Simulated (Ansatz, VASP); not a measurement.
# Si2W (I4/mmm, 3 atoms in the cell) computed with different codes at matched settings

Self-consistent single point.

```xyz
3
Lattice="-1.6074 1.6074 3.9010 1.6074 -1.6074 3.9010 1.6074 1.6074 -3.9010" Properties=species:S:1:pos:R:3 pbc="T T T"
Si     0.0000     0.0000     2.6136
Si     0.0000     0.0000     5.1884
W      0.0000     0.0000     0.0000
```

Shared settings, as Ansatz (a quantum-chemistry and plane-wave program) writes them: kpoints.mp_grid.grid = 12 12 12; magnetization.spin_orbit = true; scf.occupations.method = fermi_dirac; scf.occupations.width = 0.05 eV. Potentials and cutoffs stand in the table.

| code | model | pressure (GPa) | largest force (eV/Å) | cutoff |
|---|---|---|---|---|
| Ansatz | PBE with spin-orbit coupling, default PAW files | 3.98 | 0.142 | default |
| VASP | PBE, spin-orbit coupling, VASP's PBE PAW potentials (set 64) | 3.95 | 0.144 | 300 eV |

The spread over the programs that give each value: pressure within 0.03 GPa; largest force within 0.002 eV/Å.

Ansatz's pressure is given at a fixed set of plane waves, as the other plane-wave codes print theirs; with its correction for the finite basis it is 4.03 GPa.

VASP's run is marked for a possible Pulay error in its stress at this cutoff; no cutoff test was made.

The starting cell comes from a database of computed structures (which also holds hypothetical and non-ambient phases and stackings), without a prior relaxation at this level.

Left out of this page: Elk (not drawn, or without a comparable value).

Keys are those of Ansatz 0.2.
